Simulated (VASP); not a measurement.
An input for Quantum ESPRESSO's pw.x (written as the equivalent of a VASP run, and not itself run):

```
&CONTROL
  calculation = 'scf'
  pseudo_dir = './pseudo'
  outdir = './out'
  tprnfor = .true.
  tstress = .true.
/
&SYSTEM
  ibrav = 0
  nat = 4
  ntyp = 2
  ecutwfc = 98
  occupations = 'smearing'
  smearing = 'methfessel-paxton'
  degauss = 0.00735
  input_dft = 'pbe'
  nspin = 2
  starting_magnetization(2) = 0.05
  tot_magnetization = 0
/
&ELECTRONS
  conv_thr = 7.3e-08
  electron_maxstep = 100
/
ATOMIC_SPECIES
  Al 26.982 Al.upf
  Ni 58.693 Ni.upf
CELL_PARAMETERS angstrom
     3.5700000    0.0000000    0.0000000
     0.0000000    3.5700000    0.0000000
     0.0000000    0.0000000    3.5700000
ATOMIC_POSITIONS crystal
  Al   0.0000000  0.0000000  0.0000000
  Ni   0.0000000  0.5000000  0.5000000
  Ni   0.5000000  0.0000000  0.5000000
  Ni   0.5000000  0.5000000  0.0000000
K_POINTS automatic
  8 8 8 0 0 0
```

Task: Translate this input to VASP (INCAR, KPOINTS, POSCAR, choice of POTCAR).

Result: This is not unique; one that fits is 
INCAR:
```
ALGO = Normal
EDIFF = 1E-6
ENCUT = 400
GGA = PE
ISIF = 2
ISMEAR = 1
ISPIN = 2
LASPH = .TRUE.
LCHARG = .FALSE.
LMAXMIX = 4
LORBIT = 10
LREAL = .FALSE.
LWAVE = .FALSE.
MAGMOM = 0.0 3*0.5
NELM = 100
NUPDOWN = 0
PREC = Accurate
SIGMA = 0.1
SYSTEM = Ni3Al
```

**KPOINTS**
```
kpoints
0
gamma
  8 8 8
0 0 0
```

File POSCAR:
```
Ni3Al
1
    3.5700000000     0.0000000000     0.0000000000
    0.0000000000     3.5700000000     0.0000000000
    0.0000000000     0.0000000000     3.5700000000
Al Ni
1 3
Direct
  0.0000000000   0.0000000000   0.0000000000
  0.0000000000   0.5000000000   0.5000000000
  0.5000000000   0.0000000000   0.5000000000
  0.5000000000   0.5000000000   0.0000000000
```

POTCAR, in this order: Al Ni (PBE.64 set). Program: vasp_std.

What does not carry over: the potentials are each code's own (VASP's PAW set, PseudoDojo norm-conserving files in pw.x), so ENCUT and ecutwfc are chosen apart and not converted; conv_thr bounds pw.x's estimated SCF error, while EDIFF bounds the energy change between steps; starting_magnetization is a fraction of the valence charge and MAGMOM a moment in μB, so they match only roughly.

The compound is Ni3Al in the L1_2 structure. The cell was not relaxed at this level. The run is one of a series of settings (NUPDOWN = 0 against the base run), some of them coarse on purpose.
